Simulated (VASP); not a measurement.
Here is the system:

```xyz
2
Lattice="0.0000 2.5858 2.5858 2.5858 0.0000 2.5858 2.5858 2.5858 0.0000" Properties=species:S:1:pos:R:3 pbc="T T T"
K      0.0000     0.0000     0.0000
F      2.5858     2.5858     2.5858
```

Level of theory: LDA (Ceperley-Alder, Perdew-Zunger), VASP's LDA PAW potentials (set 64) (plane waves; VASP 6.6.1). Numerical set-up: 650 eV cut-off, 8×8×8 Γ-centred mesh, Gaussian smearing of 0.050 eV, potentials K_sv F.

Task: Give the elastic stiffness tensor with the ions relaxed (GPa, in the frame of the cell).

Result: 
```tsv
	xx	yy	zz	yz	xz	xy
xx	98.4	17.2	17.2	0.0	0.0	0.0
yy	17.2	98.4	17.2	0.0	0.0	0.0
zz	17.2	17.2	98.4	0.0	0.0	0.0
yz	0.0	0.0	0.0	13.6	0.0	0.0
xz	0.0	0.0	0.0	0.0	13.6	0.0
xy	0.0	0.0	0.0	0.0	0.0	13.6
```

Task: Estimate the Hill bulk modulus, Hill shear modulus, Young's modulus, Poisson's ratio.

Result: 
| Quantity | Result |
|---|---|
| Hill bulk modulus | 44.3 GPa |
| Hill shear modulus | 21.5 GPa |
| Young's modulus | 55.5 GPa |
| Poisson's ratio | 0.291 |

The compound is KF in the rock salt structure. It was relaxed first, which changed the volume by -10 %.
